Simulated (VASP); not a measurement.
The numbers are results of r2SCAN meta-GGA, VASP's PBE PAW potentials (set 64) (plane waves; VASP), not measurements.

The input files of a VASP run:

### INCAR
```
LCHARG=F
PREC=Accurate
ENCUT=520   ! plane-wave cut-off (eV)
LWAVE=F
LMIXTAU=T
ISMEAR=-5
ISIF=2   ! forces and stress, cell fixed
NELM=100   ! most electronic steps
METAGGA=R2SCAN
LASPH=T   ! aspherical one-centre terms
SYSTEM=Na
LORBIT=11   ! lm-projected
EDIFF=1E-7
NEDOS=601   ! DOS grid
ALGO=Normal   ! blocked Davidson
LREAL=F   ! projection in real space or not
```

**KPOINTS_OPT**
```
k-points along high-symmetry lines
10
Line-mode
Reciprocal
  0.000000   0.000000   0.000000 ! GAMMA
  0.500000  -0.500000   0.500000 ! H

  0.500000  -0.500000   0.500000 ! H
  0.000000  -0.000000   0.500000 ! N

  0.000000  -0.000000   0.500000 ! N
  0.000000   0.000000   0.000000 ! GAMMA

  0.000000   0.000000   0.000000 ! GAMMA
  0.250000   0.250000   0.250000 ! P

  0.250000   0.250000   0.250000 ! P
  0.500000  -0.500000   0.500000 ! H

  0.250000   0.250000   0.250000 ! P
  0.000000  -0.000000   0.500000 ! N
```

KPOINTS:
```
Automatic mesh
0
Gamma
14 14 14
0 0 0
```

**POSCAR**
```
Na
1.0
 -2.1263060914   2.1263060914   2.1263060914
  2.1263060914  -2.1263060914   2.1263060914
  2.1263060914   2.1263060914  -2.1263060914
Na
1
direct
  1.0000000000   1.0000000000   1.0000000000
```

POTCAR, in this order: Na_pv (PBE.64 set). Program: vasp_std.

What VASP printed:

### OSZICAR
```
       N       E                     dE             d eps       ncg     rms          rms(c)
DAV:   1     0.180122313012E+02    0.18012E+02   -0.40191E+03  1456   0.861E+02
DAV:   2    -0.357934710308E+01   -0.21592E+02   -0.21580E+02  1540   0.144E+02
DAV:   3    -0.401492969430E+01   -0.43558E+00   -0.43558E+00  1911   0.291E+01
DAV:   4    -0.401901500554E+01   -0.40853E-02   -0.40852E-02  1757   0.245E+00
DAV:   5    -0.401907613948E+01   -0.61134E-04   -0.61130E-04  1981   0.261E-01    0.191E-01
DAV:   6    -0.333717648828E+01    0.68190E+00   -0.13750E-01  1456   0.766E+00    0.323E-01
DAV:   7    -0.352927487618E+01   -0.19210E+00   -0.15994E-01  1463   0.431E+00    0.256E-01
DAV:   8    -0.352921745398E+01    0.57422E-04   -0.23291E-03  1694   0.720E-01    0.307E-01
DAV:   9    -0.357028920720E+01   -0.41072E-01   -0.30606E-02  1470   0.313E+00    0.613E-02
DAV:  10    -0.356851937337E+01    0.17698E-02   -0.58286E-04  1512   0.453E-01    0.670E-02
DAV:  11    -0.357012950631E+01   -0.16101E-02   -0.44597E-03  1470   0.125E+00    0.270E-02
DAV:  12    -0.355467234709E+01    0.15457E-01   -0.40819E-03  1456   0.814E-01    0.229E-02
DAV:  13    -0.355465395619E+01    0.18391E-04   -0.37423E-05  1876   0.832E-02    0.229E-02
DAV:  14    -0.355450169906E+01    0.15226E-03   -0.54236E-05  1456   0.104E-01    0.255E-02
DAV:  15    -0.355377905427E+01    0.72264E-03   -0.25742E-04  1463   0.165E-01    0.123E-02
DAV:  16    -0.355368802232E+01    0.91032E-04   -0.57291E-05  1456   0.111E-01    0.356E-03
DAV:  17    -0.355358937580E+01    0.98647E-04   -0.11930E-05  1589   0.488E-02    0.294E-03
DAV:  18    -0.355359282491E+01   -0.34491E-05   -0.25832E-07  1666   0.484E-03    0.281E-03
DAV:  19    -0.355355487863E+01    0.37946E-04   -0.27475E-06  1463   0.252E-02    0.277E-03
DAV:  20    -0.355355692790E+01   -0.20493E-05   -0.52672E-06  1456   0.267E-02    0.150E-03
DAV:  21    -0.355356673898E+01   -0.98111E-05   -0.55483E-07  1456   0.653E-03    0.122E-03
DAV:  22    -0.355359909268E+01   -0.32354E-04   -0.40094E-06  1463   0.150E-02    0.515E-04
DAV:  23    -0.355360518313E+01   -0.60905E-05   -0.60223E-07  1463   0.635E-03    0.166E-04
DAV:  24    -0.355360893081E+01   -0.37477E-05   -0.35584E-08  1547   0.238E-03    0.520E-05
DAV:  25    -0.355361185566E+01   -0.29248E-05   -0.20384E-08  1386   0.247E-03    0.771E-05
DAV:  26    -0.355361094215E+01    0.91351E-06   -0.14728E-09   742   0.652E-04    0.674E-05
DAV:  27    -0.355361002004E+01    0.92211E-06   -0.64286E-10   728   0.411E-04    0.246E-05
DAV:  28    -0.355360940307E+01    0.61697E-06   -0.42280E-10   728   0.311E-04    0.573E-06
DAV:  29    -0.355360948347E+01   -0.80402E-07   -0.17724E-10   728   0.156E-04
   1 F= -.35536095E+01 E0= -.35536095E+01  d E =0.000000E+00
       N       E                     dE             ncg
```

OUTCAR:
```
------------------------ aborting loop because EDIFF is reached ----------------------------------------
  FORCE on cell =-STRESS in cart. coord.  units (eV):
  Direction    XX          YY          ZZ          XY          YZ          ZX
  --------------------------------------------------------------------------------------
  Total       -0.0181490     -0.0181490     -0.0181490     -0.0000000      0.0000000     -0.0000000
  in kB       -0.7561798     -0.7561798     -0.7561798     -0.0000000      0.0000000     -0.0000000
  external PRESSURE =      -0.7561798 kB  Pullay stress =       0.0000000 kB
  volume of cell :       38.45
      direct lattice vectors                 reciprocal lattice vectors
    -2.126306091  2.126306091  2.126306091     0.000000000  0.235149587  0.235149587
     2.126306091 -2.126306091  2.126306091     0.235149587  0.000000000  0.235149587
     2.126306091  2.126306091 -2.126306091     0.235149587  0.235149587  0.000000000
 POSITION                                       TOTAL-FORCE (eV/Angst)
 -----------------------------------------------------------------------------------
      0.00000      0.00000      0.00000         0.000000      0.000000      0.000000
 -----------------------------------------------------------------------------------
    total drift:                               -0.000000     -0.000000     -0.000000
  FREE ENERGIE OF THE ION-ELECTRON SYSTEM (eV)
  ---------------------------------------------------
  free  energy   TOTEN  =        -3.5536094835 eV

  energy  without entropy=       -3.5536094835  energy(sigma->0) =       -3.55360948

 total charge

# of ion       s       p       d       tot
------------------------------------------
    1        0.084   5.968   0.000   6.052
```
(Selected blocks of OUTCAR.)

For a metal the tetrahedron method with Blöchl corrections gives inexact stress and forces.

The compound is Na in the bcc structure. It was relaxed first.
